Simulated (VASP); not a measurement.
OSZICAR of a VASP run on Zn31S32:

**OSZICAR**
```
       N       E                     dE             d eps       ncg     rms          rms(c)
DAV:   1     0.732080958947E+04    0.73208E+04   -0.21629E+05  1352   0.192E+03
DAV:   2     0.142877364424E+04   -0.58920E+04   -0.57135E+04  1352   0.533E+02
DAV:   3    -0.424254161706E+02   -0.14712E+04   -0.13698E+04  1484   0.213E+02
DAV:   4    -0.221327696699E+03   -0.17890E+03   -0.17466E+03  1544   0.770E+01
DAV:   5    -0.227733903030E+03   -0.64062E+01   -0.63671E+01  1512   0.144E+01    0.382E+01
RMM:   6    -0.215063756163E+03    0.12670E+02   -0.39799E+01  1352   0.136E+01    0.300E+01
RMM:   7    -0.214230332531E+03    0.83342E+00   -0.16721E+01  1352   0.850E+00    0.120E+01
RMM:   8    -0.214706067837E+03   -0.47574E+00   -0.41579E+00  1352   0.337E+00    0.484E+00
RMM:   9    -0.214528192391E+03    0.17788E+00   -0.96468E-01  1373   0.211E+00    0.244E+00
RMM:  10    -0.214512817567E+03    0.15375E-01   -0.26584E-01  1352   0.107E+00    0.119E+00
RMM:  11    -0.214506422892E+03    0.63947E-02   -0.86937E-02  1409   0.491E-01    0.917E-01
RMM:  12    -0.214507972309E+03   -0.15494E-02   -0.20009E-02  1396   0.330E-01    0.529E-01
RMM:  13    -0.214509514810E+03   -0.15425E-02   -0.77656E-03  1444   0.155E-01    0.419E-01
RMM:  14    -0.214509552059E+03   -0.37249E-04   -0.23325E-03  1358   0.112E-01    0.132E-01
RMM:  15    -0.214509539145E+03    0.12914E-04   -0.52117E-04  1469   0.432E-02    0.760E-02
RMM:  16    -0.214509559259E+03   -0.20113E-04   -0.16396E-04  1187   0.196E-02    0.389E-02
RMM:  17    -0.214509562015E+03   -0.27567E-05   -0.50075E-05  1097   0.141E-02
   1 F= -.21450956E+03 E0= -.21450956E+03  d E =-.214510E+03  mag=     3.0000
       N       E                     dE             d eps       ncg     rms          rms(c)
DAV:   1    -0.214568014163E+03   -0.58455E-01   -0.19760E+01  1528   0.756E+00    0.154E+00
RMM:   2    -0.214591485309E+03   -0.23471E-01   -0.25099E-01  1352   0.953E-01    0.443E-01
RMM:   3    -0.214595533131E+03   -0.40478E-02   -0.48166E-02  1377   0.393E-01    0.312E-01
RMM:   4    -0.214595925154E+03   -0.39202E-03   -0.87374E-03  1393   0.197E-01    0.289E-01
RMM:   5    -0.214595649320E+03    0.27583E-03   -0.20692E-03  1352   0.965E-02    0.144E-01
RMM:   6    -0.214595710168E+03   -0.60848E-04   -0.13784E-03  1365   0.522E-02    0.672E-02
RMM:   7    -0.214595696822E+03    0.13346E-04   -0.20502E-04  1313   0.306E-02    0.409E-02
RMM:   8    -0.214595697512E+03   -0.68996E-06   -0.75303E-05  1149   0.156E-02
   2 F= -.21459570E+03 E0= -.21459570E+03  d E =-.861355E-01  mag=     3.0000
       N       E                     dE             d eps       ncg     rms          rms(c)
DAV:   1    -0.214605514057E+03   -0.98172E-02   -0.16071E+01  1464   0.680E+00    0.143E+00
RMM:   2    -0.214624572182E+03   -0.19058E-01   -0.20340E-01  1352   0.871E-01    0.415E-01
RMM:   3    -0.214627548023E+03   -0.29758E-02   -0.36285E-02  1360   0.355E-01    0.273E-01
RMM:   4    -0.214627960658E+03   -0.41264E-03   -0.74089E-03  1396   0.183E-01    0.265E-01
RMM:   5    -0.214627762712E+03    0.19795E-03   -0.15502E-03  1352   0.884E-02    0.140E-01
RMM:   6    -0.214627785212E+03   -0.22500E-04   -0.97876E-04  1363   0.463E-02    0.589E-02
RMM:   7    -0.214627783626E+03    0.15863E-05   -0.16759E-04  1299   0.274E-02    0.356E-02
RMM:   8    -0.214627788161E+03   -0.45357E-05   -0.53063E-05  1060   0.133E-02
   3 F= -.21462779E+03 E0= -.21462779E+03  d E =-.118226E+00  mag=     3.0000
       N       E                     dE             d eps       ncg     rms          rms(c)
DAV:   1    -0.214627681399E+03    0.10223E-03   -0.82963E-01  1512   0.155E+00    0.314E-01
RMM:   2    -0.214628720142E+03   -0.10387E-02   -0.10990E-02  1352   0.204E-01    0.942E-02
RMM:   3    -0.214628877299E+03   -0.15716E-03   -0.19303E-03  1356   0.836E-02    0.627E-02
RMM:   4    -0.214628899211E+03   -0.21912E-04   -0.40984E-04  1392   0.442E-02    0.605E-02
RMM:   5    -0.214628889415E+03    0.97965E-05   -0.91266E-05  1204   0.218E-02
   4 F= -.21462889E+03 E0= -.21462889E+03  d E =-.119327E+00  mag=     3.0000
       N       E                     dE             d eps       ncg     rms          rms(c)
DAV:   1    -0.214632820808E+03   -0.39216E-02   -0.19568E+00  1408   0.248E+00    0.514E-01
RMM:   2    -0.214635584691E+03   -0.27639E-02   -0.31111E-02  1352   0.351E-01    0.157E-01
RMM:   3    -0.214636040163E+03   -0.45547E-03   -0.54623E-03  1353   0.149E-01    0.111E-01
RMM:   4    -0.214636095139E+03   -0.54976E-04   -0.11917E-03  1402   0.768E-02    0.991E-02
RMM:   5    -0.214636063994E+03    0.31145E-04   -0.25863E-04  1350   0.387E-02    0.422E-02
RMM:   6    -0.214636069463E+03   -0.54685E-05   -0.11007E-04  1207   0.185E-02    0.206E-02
RMM:   7    -0.214636069768E+03   -0.30503E-06   -0.18877E-05   846   0.935E-03
   5 F= -.21463607E+03 E0= -.21463607E+03  d E =-.718035E-02  mag=     3.0000
       N       E                     dE             d eps       ncg     rms          rms(c)
DAV:   1    -0.214636009364E+03    0.60099E-04   -0.11296E+00  1424   0.188E+00    0.394E-01
RMM:   2    -0.214637627373E+03   -0.16180E-02   -0.18259E-02  1352   0.267E-01    0.120E-01
RMM:   3    -0.214637902565E+03   -0.27519E-03   -0.32590E-03  1356   0.114E-01    0.851E-02
RMM:   4    -0.214637937165E+03   -0.34600E-04   -0.70784E-04  1400   0.587E-02    0.768E-02
RMM:   5    -0.214637918474E+03    0.18691E-04   -0.15225E-04  1338   0.295E-02    0.333E-02
RMM:   6    -0.214637921587E+03   -0.31131E-05   -0.65351E-05  1124   0.143E-02
   6 F= -.21463792E+03 E0= -.21463792E+03  d E =-.903217E-02  mag=     3.0000
       N       E                     dE             d eps       ncg     rms          rms(c)
DAV:   1    -0.214637900802E+03    0.17672E-04   -0.18934E-02  1486   0.245E-01    0.573E-02
RMM:   2    -0.214637927933E+03   -0.27130E-04   -0.33912E-04  1348   0.366E-02    0.202E-02
RMM:   3    -0.214637934536E+03   -0.66032E-05   -0.68935E-05  1159   0.157E-02    0.129E-02
RMM:   4    -0.214637935332E+03   -0.79587E-06   -0.14207E-05   788   0.914E-03
   7 F= -.21463794E+03 E0= -.21463794E+03  d E =-.904592E-02  mag=     3.0000
       N       E                     dE             d eps       ncg     rms          rms(c)
DAV:   1    -0.214638636994E+03   -0.70246E-03   -0.36872E-01  1408   0.107E+00    0.193E-01
RMM:   2    -0.214639177368E+03   -0.54037E-03   -0.59562E-03  1352   0.147E-01    0.578E-02
RMM:   3    -0.214639274585E+03   -0.97217E-04   -0.10696E-03  1357   0.622E-02    0.573E-02
RMM:   4    -0.214639286903E+03   -0.12318E-04   -0.21178E-04  1384   0.309E-02    0.527E-02
RMM:   5    -0.214639276614E+03    0.10289E-04   -0.51558E-05  1042   0.158E-02    0.216E-02
RMM:   6    -0.214639279666E+03   -0.30518E-05   -0.28505E-05   910   0.821E-03
   8 F= -.21463928E+03 E0= -.21463928E+03  d E =-.134433E-02  mag=     3.0000
       N       E                     dE             d eps       ncg     rms          rms(c)
DAV:   1    -0.214637891908E+03    0.13847E-02   -0.11960E+00  1408   0.193E+00    0.356E-01
RMM:   2    -0.214639646883E+03   -0.17550E-02   -0.19585E-02  1352   0.266E-01    0.105E-01
RMM:   3    -0.214639978459E+03   -0.33158E-03   -0.35907E-03  1359   0.113E-01    0.103E-01
RMM:   4    -0.214640017667E+03   -0.39209E-04   -0.69244E-04  1403   0.564E-02    0.930E-02
RMM:   5    -0.214639985188E+03    0.32480E-04   -0.16581E-04  1331   0.285E-02    0.386E-02
RMM:   6    -0.214639995545E+03   -0.10358E-04   -0.95961E-05  1051   0.145E-02    0.192E-02
RMM:   7    -0.214639991311E+03    0.42339E-05   -0.12766E-05   813   0.797E-03
   9 F= -.21463999E+03 E0= -.21463999E+03  d E =-.205598E-02  mag=     3.0000
       N       E                     dE             d eps       ncg     rms          rms(c)
DAV:   1    -0.214640076390E+03   -0.80845E-04   -0.42858E-01  1424   0.113E+00    0.188E-01
RMM:   2    -0.214640803008E+03   -0.72662E-03   -0.79550E-03  1352   0.152E-01    0.561E-02
RMM:   3    -0.214640940272E+03   -0.13726E-03   -0.14609E-03  1365   0.650E-02    0.655E-02
RMM:   4    -0.214640960263E+03   -0.19991E-04   -0.29776E-04  1377   0.310E-02    0.631E-02
RMM:   5    -0.214640941784E+03    0.18478E-04   -0.52434E-05   967   0.146E-02    0.358E-02
RMM:   6    -0.214640943435E+03   -0.16502E-05   -0.75265E-05   996   0.100E-02
  10 F= -.21464094E+03 E0= -.21464094E+03  d E =-.952123E-03  mag=     3.0000
       N       E                     dE             d eps       ncg     rms          rms(c)
DAV:   1    -0.214638636271E+03    0.23055E-02   -0.13963E+00  1416   0.203E+00    0.343E-01
RMM:   2    -0.214640970779E+03   -0.23345E-02   -0.25976E-02  1352   0.277E-01    0.102E-01
RMM:   3    -0.214641453362E+03   -0.48258E-03   -0.50739E-03  1370   0.118E-01    0.126E-01
RMM:   4    -0.214641496974E+03   -0.43611E-04   -0.82091E-04  1434   0.561E-02    0.109E-01
RMM:   5    -0.214641437503E+03    0.59471E-04   -0.18532E-04  1297   0.268E-02    0.586E-02
RMM:   6    -0.214641443464E+03   -0.59612E-05   -0.18703E-04  1081   0.163E-02    0.211E-02
RMM:   7    -0.214641442710E+03    0.75476E-06   -0.20637E-05   849   0.106E-02
  11 F= -.21464144E+03 E0= -.21464144E+03  d E =-.145140E-02  mag=     3.0000
```

Which electronic solver shows in the log?

It is blocked Davidson (ALGO = Normal, or the opening steps of other solvers) and then RMM-DIIS (ALGO = Fast or VeryFast). The INCAR had ALGO = Fast.

How was spin treated?

Collinear spin (ISPIN = 2): the summary line carries one mag value, 3.00 μB in the cell.

Can the final energy be trusted as converged?

Self-consistency was reached. It stopped with EDIFF = 1E-5, NELM = 100, NSW = 60 and EDIFFG = -0.03 after 11 ionic steps (PBE GGA, plane waves, VASP's PBE PAW potentials (set 64)). The cell is charged, with a uniform compensating background. The supercell is sampled at Γ alone, which is coarse: total energies, pressure and levels can be off, energies of defects by several tenths of an eV.

The cell is a supercell with a defect, built from ZnS (zinc blende): vac_Zn, charge +1. The total moment is imposed (NUPDOWN), so this need not be the lowest spin state.
